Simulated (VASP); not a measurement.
These are PBE GGA, VASP's PBE PAW potentials (set 64) (plane waves; VASP) values and carry that method's errors.

The input files of a VASP run:

KPOINTS:
```
Automatic mesh
0
Gamma
8 8 8
0 0 0
```

**INCAR**
```
SYSTEM = MgS
PREC = Accurate
ENCUT = 400
EDIFF = 1E-6
NELM = 100
ALGO = Normal
LREAL = .FALSE.
LASPH = .TRUE.
ISMEAR = 0
SIGMA = 0.05
GGA = PE
LWAVE = .FALSE.
LCHARG = .FALSE.
ISIF = 2
ADDGRID = .TRUE.
```

**POSCAR**
```
MgS
1
    0.0000000000     2.5734610000     2.6758360000
    2.5287920000     0.0000000000     2.6758360000
    2.5287920000     2.5734610000     0.0000000000
Mg S
1 1
Direct
  0.0000000000   0.0000000000   0.0000000000
  0.4879580000   0.5120420000   0.5120420000
```

POTCAR, in this order: Mg S (PBE.64 set). Program: vasp_std.

The run wrote:

File OSZICAR:
```
       N       E                     dE             d eps       ncg     rms          rms(c)
DAV:   1     0.191370157175E+02    0.19137E+02   -0.32969E+03  1584   0.653E+02
DAV:   2    -0.808084904778E+01   -0.27218E+02   -0.25422E+02  2080   0.100E+02
DAV:   3    -0.887317757514E+01   -0.79233E+00   -0.79233E+00  1888   0.231E+01
DAV:   4    -0.887643141209E+01   -0.32538E-02   -0.32538E-02  2384   0.161E+00
DAV:   5    -0.887643495349E+01   -0.35414E-05   -0.35417E-05  1960   0.434E-02    0.448E+00
DAV:   6    -0.851090721185E+01    0.36553E+00   -0.93276E-01  1560   0.482E+00    0.353E+00
DAV:   7    -0.846958169450E+01    0.41326E-01   -0.24124E-01  1920   0.263E+00    0.235E+00
DAV:   8    -0.846975651141E+01   -0.17482E-03   -0.13085E-02  1688   0.962E-01    0.898E-01
DAV:   9    -0.846958532554E+01    0.17119E-03   -0.54382E-04  1960   0.190E-01    0.261E-01
DAV:  10    -0.846962572444E+01   -0.40399E-04   -0.13954E-04  2208   0.789E-02    0.165E-02
DAV:  11    -0.846962309925E+01    0.26252E-05   -0.18636E-05  1824   0.224E-02    0.738E-03
DAV:  12    -0.846962315963E+01   -0.60384E-07   -0.40362E-07  1064   0.550E-03
   1 F= -.84696232E+01 E0= -.84696232E+01  d E =-.472628E-11
```

OUTCAR:
```
------------------------ aborting loop because EDIFF is reached ----------------------------------------
  FORCE on cell =-STRESS in cart. coord.  units (eV):
  Direction    XX          YY          ZZ          XY          YZ          ZX
  --------------------------------------------------------------------------------------
  Total        1.2088305      0.5896067     -0.2627515      0.0000000      0.0000000      0.0000000
  in kB       55.6103739     27.1239412    -12.0874771      0.0000000      0.0000000      0.0000000
  external PRESSURE =      23.5489460 kB  Pullay stress =       0.0000000 kB
  volume of cell :       34.83
      direct lattice vectors                 reciprocal lattice vectors
     0.000000000  2.573461000  2.675836000    -0.197722865  0.194290879  0.186857491
     2.528792000  0.000000000  2.675836000     0.197722865 -0.194290879  0.186857491
     2.528792000  2.573461000  0.000000000     0.197722865  0.194290879 -0.186857491
 POSITION                                       TOTAL-FORCE (eV/Angst)
 -----------------------------------------------------------------------------------
      0.00000      0.00000      0.00000         0.289664      0.000000      0.000000
      2.58970      2.57346      2.67584        -0.289664      0.000000      0.000000
 -----------------------------------------------------------------------------------
    total drift:                                0.000177     -0.000000     -0.000000
  FREE ENERGIE OF THE ION-ELECTRON SYSTEM (eV)
  ---------------------------------------------------
  free  energy   TOTEN  =        -8.4696231596 eV

  energy  without entropy=       -8.4696231596  energy(sigma->0) =       -8.46962316
```
(Selected blocks of OUTCAR.)

The compound is MgS in the rock salt structure. The cell was not relaxed at this level, atoms are displaced from their ideal sites. The run is one of a series of settings (ADDGRID = .TRUE. against the base run), some of them coarse on purpose.
